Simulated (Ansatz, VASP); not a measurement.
**PtSe2 in two plane-wave programs**

Wanted: the spread between two codes on one cell, functional and k mesh. The cell is taken from a series of runs on this material, whose earlier steps may have relaxed, scaled, displaced or heated it; both programs get it as it stands.

Program: Ansatz 0.2.0. Level of theory: plane waves, with VASP 6.6.1 beside it; single point at PBEsol. Results are calculated unless marked as measured.

## (1) Starting point

The cell holds 3 atoms: 1 Pt and 2 Se. Its edges and angles: a = 3.650 Å, b = 3.650 Å, c = 20.000 Å, α = 90.0°, β = 90.0°, γ = 120.0°. It derives from PtSe2. Vacuum lies along c.

## (2) Ansatz: single point, PBEsol

Ansatz runs on its PAW soft_1 files.

A single point gives forces, pressure and levels at one fixed geometry, so differences don't come from the geometry; what else differs is listed under the comparison.

input.yaml

```yaml
crystal:
  lattice:
    - [3.65, 0.0, 0.0]
    - [-1.825, 3.16099, 0.0]
    - [0.0, 0.0, 20.0]
  atoms:
    - { symbol: Pt, position: [0.0, 0.0, 0.5] }
    - { symbol: Se, position: [0.333333, 0.666667, 0.57659] }
    - { symbol: Se, position: [0.666667, 0.333333, 0.42341] }
  periodic: [true, true, false]
kpoints:
  mp_grid: { grid: [6, 6, 1] }
hamiltonian:
  xc: pbesol
  pseudopotentials: { kind: paw, azcp: { folder: soft_1 }, xc_functional: pbe }
scf:
  occupations: { method: gaussian, width: 0.1 }
output:
  forces: true
  stress: true
  eigenvalues: true
```

Launch:

```bash
$ ansatz run input.yaml --threads 4 --pin off --max-ram 16384MiB --backend cpu --events-out ev --progress --plain --runs-dir out
```

Numbers of over 12 decimals in the logs are rounded to 6 here.

Output:

```text
Warning: crystal.periodic: the lattice vector that does not repeat stood 0.000° off the slab's normal, 20.000 Å along it as the deck builds it. The run solves the slab on a vector along the normal, 29.927 Å long, with every atom where it was (on the deck's vector they left 16.94 Å outside them, and the widest stretch free of ions among them is 1.53 Å). A fractional position that the run reports is one of the run's ce [...]
Warning: the atoms were moved onto the symmetric positions of the space group found under crystal.symmetry.tolerance 1.0e-5 (fractional; no operation is sought that the atoms, as they stand in a round, miss by more than twice it, and no atom is moved by as much as it), and the run uses the moved positions. Before a round's move an operation carried an atom to 3.65e-6 Å from where it should land, the largest such dist [...]
crystal.periodic: the lattice vector that does not repeat stood 0.000° off the slab's normal, 20.000 Å along it as the deck builds it. The run solves the slab on a vector along the normal, 29.927 Å long, with every atom where it was (on the deck's vector they left 16.94 Å outside them, and the widest stretch free of ions among them is 1.53 Å). A fractional position that the run reports is one of the run's cell, which [...]
Engine: ansatz 0.2.0, aarch64-unknown-linux-gnu
Pseudopotentials: kind: paw
Pseudopotential: Pt, paw, valence charge 18, recommended cutoff 420 eV (normal), soft_1/Pt.paw.azcp
Pseudopotential: Se, paw, valence charge 16, recommended cutoff 420 eV (normal), soft_1/Se.paw.azcp
Functional definition: PBEsol
  exchange = pbesol_x
  correlation = pbesol_c
Crystal: 3 atoms, lattice volume = 345.288 Å³
Basis set: ecut = 420 eV, 6653 PW (Γ), exchange–correlation on 50×50×432 points (8 copies of the dense FFT grid, shifted against one another)
Bands: 30, of which v1, the nominal top of the filled ones, is band 25 counted from 1 (24 counted from 0)
Symmetry: 12 space group operations
Space group: P-3m1 (ITA 164), of the structure as read, at distance tolerance 7.0e-5 Å
k-points: 7 of 36
Non-local potential: Pt, projectors of the file, l = 0: 3, l = 1: 2, l = 2: 2, l = 3: 1
Non-local potential: Se, projectors of the file, l = 0: 2, l = 1: 2, l = 2: 3, l = 3: 1
PAW form: soft (Blöchl's): semilocal exchange-correlation on the pseudo side does not see the compensation charge
PAW frozen core: Pt, regenerated for the run's functional, and the local potential with it (the file was generated under x = pbe(κ = 0.804, μ = 0.219515), c = pbe(β = 0.066725))
PAW frozen core: Se, regenerated for the run's functional, and the local potential with it (the file was generated under x = pbe(κ = 0.804, μ = 0.219515), c = pbe(β = 0.066725))
PAW one-centre angular grid: Pt, 590 points (default); XC on 64 Gauss nodes
PAW one-centre angular grid: Se, 590 points (default); XC on 64 Gauss nodes
Initial density: superposition of atomic densities (neutral atoms: chi_scale 0, normalization atom)
Initial wavefunctions: pseudopotential atomic-orbital guess
Functional: x = pbesol(κ = 0.804, μ = 0.123457), c = pbesol(β = 0.046)
SCF iter   1: F=—  HF=-23235.321603 eV  |F-HF|=—  |Δ(HF+E_count)|=         —  Δρ=3.50e-2  dr2=4.64e0  ethr=3.10e-3  ⟨swp⟩=11.4  Hψ=1228  notcnv=0
preconditioner: auto → Resta (q_TF=auto, 1.977 Å⁻¹)  ε∞=2.1  [insulator: Δε(μ)=1.461 eV  Ē_g=8.785 eV  σ=0.100 eV  W_gap=1.00  n_scr=18 (ndim 8)  ℏωp=9.4 eV  f_vac=0.772  D(μ)=0.00/eV (n_scr^D=0)  ε∞_Penn≈2.1  vacuum switching on, ρ_ref=5.6e-3 e/Å³]
SCF iter   2: F=—  HF=-23235.185596 eV  |F-HF|=—  |Δ(HF+E_count)|=   1.36e-1  Δρ=2.27e-2  dr2=4.22e0  ethr=3.10e-3  ⟨swp⟩=4.1  Hψ=582  notcnv=0  defer=7
SCF iter   3: F=—  HF=-23234.469944 eV  |F-HF|=—  |Δ(HF+E_count)|=   7.16e-1  Δρ=8.52e-3  dr2=1.07e-1  ethr=3.10e-3  ⟨swp⟩=3.1  Hψ=428  notcnv=0  defer=2
SCF iter   4: F=—  HF=-23234.437174 eV  |F-HF|=—  |Δ(HF+E_count)|=   3.28e-2  Δρ=1.09e-3  dr2=1.95e-3  ethr=2.15e-4  ⟨swp⟩=3.0  Hψ=404  notcnv=0  defer=4
SCF iter   5: F=—  HF=-23234.437056 eV  |F-HF|=—  |Δ(HF+E_count)|=   1.18e-4  Δρ=2.84e-4  dr2=3.68e-4  ethr=3.90e-6  ⟨swp⟩=3.4  Hψ=455  notcnv=0  defer=4
SCF iter   6: F=—  HF=-23234.437017 eV  |F-HF|=—  |Δ(HF+E_count)|=   3.91e-5  Δρ=9.96e-5  dr2=2.79e-5  ethr=7.36e-7  ⟨swp⟩=3.7  Hψ=462  notcnv=0  defer=4
SCF iter   7: F=—  HF=-23234.437141 eV  |F-HF|=—  |Δ(HF+E_count)|=   1.24e-4  Δρ=2.57e-5  dr2=2.28e-6  ethr=5.58e-8  ⟨swp⟩=3.0  Hψ=412  notcnv=0  defer=5
SCF iter   8: F=—  HF=-23234.437142 eV  |F-HF|=—  |Δ(HF+E_count)|=   1.58e-6  Δρ=6.01e-6  dr2=2.18e-7  ethr=4.56e-9  ⟨swp⟩=4.0  Hψ=478  notcnv=0  defer=5
SCF iter   9: F=-23234.437143 eV  HF=-23234.437143 eV  |F-HF|=2.25e-8  |Δ(HF+E_count)|=   1.28e-7  Δρ=2.66e-6  dr2=3.31e-8  ethr=2.00e-10  ⟨swp⟩=15.3  Hψ=1194  notcnv=0
SCF 1 converged in 9 iterations: F = -23234.437143 eV  dr2 = 3.31e-8
  greatest PAW one-centre occupation: 1.000 electrons in one spin orbital (limit 2), on the Pt atom at site 0 (counted from 0), in its partial waves of l = 0
SCF converged after 9 iterations
Free energy (F): -23234.437143 eV
Harris-Foulkes:  -23234.437143 eV  (|F-HF|=2.25e-8)
Internal energy: -23234.437143 eV  (E = F + TS)
E sigma→0 (E₀):  -23234.437143 eV
Fermi energy:    -4.770348 eV
--- Per-component energies (eV) ---
  E_band       = -1835.347829
  E_kinetic    = 811.044906
  E_local      = -124310.027314  (includes V_loc(G=0)·N_el)
  E_nonlocal   = -497.502699
  E_hartree    = 61654.098502
  E_xc         = -396.518510
  E_vxc        = -446.735968  (∫ρ·V_xc dr)
  E_paw        = -13519.176822  (= ΣΔE_a)
  E_vpaw       = -700.328350  (= ΣTr[D̂ρ^β])
  E_aug_tail   = 0.000376  (compensation charges beyond the density's cutoff)
  E_ewald      = 53021.340484
  E_core_change = 2.303935  (= ΣΔE_core)
  E_smearing   = -0.000000  (= −TS)
  E_closure    = -0.000000  (closes the sum)
  Σ components = -23234.437143   (vs F -23234.437143, Δ=0.00e0)
--- Forces (eV/Å), atoms counted from 1 ---
  atom   1  Pt     0.00000000     0.00000000     0.00000000
  atom   2  Se    -0.00000000    -0.00000000    -2.09605041
  atom   3  Se     0.00000000     0.00000000     2.09605041
  max |Σ_I F_I| component: 0.00e0 eV/Å
--- 2D stress c σ (N/m, compression-positive) ---
       -4.528945      -0.000000       0.000000
        0.000000      -4.528945       0.000000
        0.000000       0.000000       0.000000
  P = ½ c Tr σ = -4.5289 N/m
--- Band table (eV; the first three rows and the last of 7) ---
  k-point 0: bands = [... 21 lower, -7.2539, -6.6652, -5.2527, -5.2527, -3.0437, -3.0437, -1.3906 (-1.3906°), -0.3033, ... 1 higher]
  k-point 1: bands = [... 21 lower, -7.6516, -6.3207, -5.7405, -5.3147, -4.2493, -3.3100, -0.4805 (-0.4808°), 0.0831, ... 1 higher]
  k-point 2: bands = [... 21 lower, -7.8782, -7.1890, -6.2161, -5.9517, -4.0338, -3.4148, -0.8807, 0.5931, ... 1 higher]
  k-point 6: bands = [... 21 lower, -8.0292, -7.5059, -6.3791, -6.3791, -4.1256, -4.1256, -0.5174, 1.9696, ... 1 higher]
  ° read free of the cell's end (the report's vacuum.weakly_bound_levels)
```

Reading the cycles: dr2 is the Hartree energy of the density residual (eV), the measure of convergence; HF is the Harris–Foulkes estimate of the energy, which meets the free energy F at convergence.

## (3) VASP: single point, PBEsol

The same cell, functional, mesh and smearing now go to VASP, with its own data sets.

Lines of VASP's logs that name or quote its potential files are left out, and so is its time.

INCAR

```
SYSTEM = PtSe2
PREC = Accurate
ENCUT = 400
EDIFF = 1E-06
NELM = 120
ISMEAR = 0
SIGMA = 0.1
LREAL = .FALSE.
ALGO = Normal
GGA = PS
NBANDS = 17
LASPH = .TRUE.
LORBIT = 11
LWAVE = .FALSE.
LCHARG = .FALSE.
ISIF = 2
LDIPOL = .TRUE.
IDIPOL = 3
DIPOL = 0.5 0.5 0.5
LVHAR = .TRUE.
GGA_COMPAT = .FALSE.
EFERMI = MIDGAP
NELMDL = -8
```

POSCAR

```
PtSe2
1.0
    3.6500000000      0.0000000000      0.0000000000
   -1.8250000000      3.1609900000      0.0000000000
    0.0000000000      0.0000000000     20.0000000000
Pt Se
1 2
Direct
    0.0000000000      0.0000000000      0.5000000000
    0.3333330000      0.6666670000      0.5765900000
    0.6666670000      0.3333330000      0.4234100000
```

KPOINTS

```
Automatic mesh
0
Gamma
6 6 1
0 0 0
```

PAW data sets: Pt and Se (PBE family, release 64).

Launch:

```bash
$ mpirun -np 1 vasp_std
```

Output:

```text
[banner, memory and clock lines left out]
running    1 mpi-ranks, on    1 nodes
 distrk:  each k-point on    1 cores,    1 groups
 distr:  one band on    1 cores,    1 groups

 POSCAR found type information on POSCAR PtSe
 POSCAR found :  2 types and       3 ions
|                                                                             |
|               ----> ADVICE to this user running VASP <----                  |
|                                                                             |
|     You enforced a specific xc type in the INCAR file but a different       |
|     [... a line on the potential file left out ...]
|     I HOPE YOU KNOW WHAT YOU ARE DOING!                                     |
|                                                                             |

 LDA part: xc-table for (Slater+PW92), standard interpolation
 POSCAR, INCAR and KPOINTS ok, starting setup
 FFT: planning ... GRIDC
 FFT: planning ... GRID_SOFT
 FFT: planning ... GRID
 WAVECAR not read
 entering main loop
       N       E                     dE             d eps       ncg     rms          rms(c)
DAV:   1     0.148418069848E+03    0.14842E+03   -0.65929E+03   238   0.784E+02
DAV:   2    -0.365143586322E+01   -0.15207E+03   -0.14697E+03   366   0.157E+02
DAV:   3    -0.160129463504E+02   -0.12362E+02   -0.12290E+02   305   0.576E+01
DAV:   4    -0.162010997887E+02   -0.18815E+00   -0.18801E+00   298   0.801E+00
DAV:   5    -0.162043967525E+02   -0.32970E-02   -0.32968E-02   304   0.103E+00
DAV:   6    -0.162045231100E+02   -0.12636E-03   -0.12636E-03   346   0.189E-01
DAV:   7    -0.162045272865E+02   -0.41766E-05   -0.41767E-05   319   0.300E-02
DAV:   8    -0.162045275027E+02   -0.21620E-06   -0.21620E-06   291   0.592E-03    0.107E+01
DAV:   9    -0.156034692943E+02    0.60106E+00   -0.45964E+00   253   0.196E+01    0.614E+00
DAV:  10    -0.153445772745E+02    0.25889E+00   -0.13260E+00   256   0.114E+01    0.283E+00
DAV:  11    -0.153006814802E+02    0.43896E-01   -0.10223E-01   312   0.271E+00    0.704E-01
DAV:  12    -0.152968371979E+02    0.38443E-02   -0.19020E-02   279   0.115E+00    0.230E-01
DAV:  13    -0.152967608018E+02    0.76396E-04   -0.27101E-03   305   0.356E-01    0.685E-02
DAV:  14    -0.152967430360E+02    0.17766E-04   -0.80972E-05   321   0.759E-02    0.437E-02
[...]
DAV:  18    -0.152968325261E+02   -0.15578E-04   -0.67984E-06   297   0.167E-02    0.227E-03
DAV:  19    -0.152968593282E+02   -0.26802E-04   -0.18515E-06   228   0.751E-03    0.190E-03
DAV:  20    -0.152968726355E+02   -0.13307E-04   -0.89881E-07   205   0.416E-03    0.106E-03
DAV:  21    -0.152968757404E+02   -0.31050E-05   -0.28638E-07   242   0.247E-03    0.516E-04
DAV:  22    -0.152968775220E+02   -0.17815E-05   -0.17778E-07   241   0.136E-03    0.351E-04
DAV:  23    -0.152968799438E+02   -0.24219E-05   -0.40978E-08   232   0.713E-04    0.227E-04
DAV:  24    -0.152968819809E+02   -0.20371E-05   -0.49727E-08   215   0.540E-04    0.877E-05
DAV:  25    -0.152968829051E+02   -0.92425E-06   -0.37892E-08   213   0.406E-04
   1 F= -.15296883E+02 E0= -.15296883E+02  d E =-.117037E-11
```

Parts of OUTCAR (step 3):

```text
ion  position               nearest neighbor table
   1  0.000  0.000  0.500-   2 2.61   3 2.61   2 2.61   3 2.61   3 2.61   2 2.61
   2  0.333  0.667  0.577-   1 2.61   1 2.61   1 2.61
   3  0.667  0.333  0.423-   1 2.61   1 2.61   1 2.61

  LATTYP: Found a hexagonal cell.
 ALAT       =     3.6500000000
 C/A-ratio  =     5.4794520548

 Subroutine GETGRP returns: Found 12 space group operations
 (whereof 12 operations were pure point group operations)

The static configuration has the point symmetry D_3d.

 Found      7 irreducible k-points:

   k-points           NKPTS =      7   k-points in BZ     NKDIM =      7   number of bands    NBANDS=     17

   dimension x,y,z NGX =    24 NGY =   24 NGZ =  140
   dimension x,y,z NGXF=    48 NGYF=   48 NGZF=  280

   ENCUT  =  400.0 eV  29.40 Ry    5.42 a.u.   5.95  5.95 32.61*2*pi/ulx,y,z

   NELECT =      22.0000    total number of electrons

 k-points in reciprocal lattice and weights: Automatic mesh
   0.00000000  0.00000000  0.00000000       0.028
   0.16666667  0.00000000  0.00000000       0.167
   0.33333333  0.00000000  0.00000000       0.167
   0.50000000  0.00000000  0.00000000       0.083
   0.16666667  0.16666667  0.00000000       0.167
   0.33333333  0.16666667  0.00000000       0.333
   0.33333333  0.33333333  0.00000000       0.056

 dipolmoment           0.000000      0.000000     -0.000000 electrons x Angstroem

 average (electrostatic) potential at core
       1 -76.3832       2 -60.6067       3 -60.6067

 E-fermi :  -1.9097

 k-point     1 :       0.0000    0.0000    0.0000
  band No.  band energies     occupation
    ...
      7      -5.2067      2.00000
      8      -4.4074      2.00000
      9      -3.8105      2.00000
     10      -2.3970      2.00000
     11      -2.3970      2.00000
     12      -0.1910      0.00000
     13      -0.1910      0.00000
     14       1.4638      0.00000
     15       2.6057      0.00000
     16       2.8923      0.00000
    ...

 k-point     2 :       0.1667    0.0000    0.0000
  band No.  band energies     occupation
    ...
      7      -5.3086      2.00000
      8      -4.8036      2.00000
      9      -3.4648      2.00000
     10      -2.8904      2.00000
     11      -2.4605      2.00000
     12      -1.4008      0.00000
     13      -0.4584      0.00000
     14       2.3704      0.00000
     15       2.9851      0.00000
     16       3.3578      0.00000
    ...

 k-point     3 :       0.3333    0.0000    0.0000
  band No.  band energies     occupation
    ...
      7      -5.0755      2.00000
      8      -5.0292      2.00000
      9      -4.3346      2.00000
     10      -3.3684      2.00000
     11      -3.0992      2.00000
     12      -1.1883      0.00000
     13      -0.5646      0.00000
     14       1.9681      0.00000
     15       3.4452      0.00000
     16       4.0953      0.00000
    ...

  Total       -3.2796073     -3.2796017     -6.4410782      0.0000000      0.0000000      0.0000000
  in kB      -22.7712277    -22.7711885    -44.7222015      0.0000000      0.0000000      0.0000000
  external PRESSURE =     -30.0882059 kB  Pullay stress =       0.0000000 kB

  energy-cutoff  :      400.00
  volume of cell :      230.75
      direct lattice vectors                 reciprocal lattice vectors
     3.650000000  0.000000000  0.000000000     0.273972603  0.158178292  0.000000000
    -1.825000000  3.160990000  0.000000000     0.000000000  0.316356584  0.000000000
     0.000000000  0.000000000 20.000000000     0.000000000  0.000000000  0.050000000

 POSITION                                       TOTAL-FORCE (eV/Angst)
 -----------------------------------------------------------------------------------
      0.00000      0.00000     10.00000         0.000000      0.000000      0.000000
     -0.00000      2.10733     11.53180         0.000000      0.000000     -2.093347
      1.82500      1.05366      8.46820        -0.000000     -0.000000      2.093347
 -----------------------------------------------------------------------------------
    total drift:                               -0.000000      0.000000      0.000000

  FREE ENERGIE OF THE ION-ELECTRON SYSTEM (eV)
  ---------------------------------------------------
  free  energy   TOTEN  =       -15.2968829051 eV

  energy  without entropy=      -15.2968829051  energy(sigma->0) =      -15.29688291

 vacuum level on the upper side and lower side of the slab         2.853         2.853

 total charge
# of ion       s       p       d       tot
------------------------------------------
    1        0.617   0.564   7.936   9.117
    2        1.483   2.189   0.041   3.713
    3        1.483   2.189   0.041   3.713
--------------------------------------------------
tot          3.582   4.942   8.019  16.543

[... 3 further parts left out ...]
```

The run ends at a pressure of -3.01 GPa, with forces up to 2.1 eV/Å.

## (4) Comparison

Known differences besides the potentials themselves: Ansatz cuts the interaction across the vacuum, VASP repeats the sheet with a dipole correction; the data sets hold 50 valence electrons in Ansatz (on its PAW soft_1 files) and 22 in VASP; the cutoff is 420 eV in Ansatz and 400 eV in VASP; Ansatz makes its cores anew for this functional, VASP keeps those of its PBE data sets. Total energies have different zeros and are not compared.

Compared:

| quantity | Ansatz | VASP | difference |
| --- | --- | --- | --- |
| gap on the k mesh (eV) | 0.984 | 0.975 | +0.009 |

Forces (eV/Å; atoms numbered as in POSCAR):

| atom | Ansatz x, y, z | VASP x, y, z |
| --- | --- | --- |
| Pt1 | 0.000, 0.000, 0.000 | 0.000, 0.000, 0.000 |
| Se2 | 0.000, 0.000, -2.096 | 0.000, 0.000, -2.093 |
| Se3 | 0.000, 0.000, 2.096 | 0.000, 0.000, 2.093 |

The forces differ by 1.3 meV/Å r.m.s., which is 0.1 % of the r.m.s. force of 0.987 eV/Å (both taken over all components). A gap on the mesh is an upper bound, since the band edges may lie between its points; neither run holds spin-orbit coupling, which can move the band edges of a compound of Pt. With vacuum in the cell, a pressure given here is an average over mostly empty space and none of the material.

## (5) Summary of results

```json
{
  "r.m.s. force difference (single point, PBEsol)": "0.13 % of the r.m.s. force"
}
```

**Reading.** The r.m.s. force difference is 0.13 % of the r.m.s. force (single point, PBEsol), within the 3 % picked in this series as the mark of a large difference. The data sets hold unlike numbers of valence electrons (50 in Ansatz and 22 in VASP), so part of the differences comes from the potentials. How closely two codes agree says nothing of how well the functional describes the real material.

[Lines on the potential files, build, host, timing and source positions are cut from VASP's logs without a mark.]

[Logs are printed without paths, hosts, clocks, repeated set-up lines and the standing remarks that a program may print on its own settings, such as how far it seeks lower states.]

[Hosts, paths, dates, database ids (printed as entryN), source tags and the programs' standing remarks are cut or masked in the printed files.]
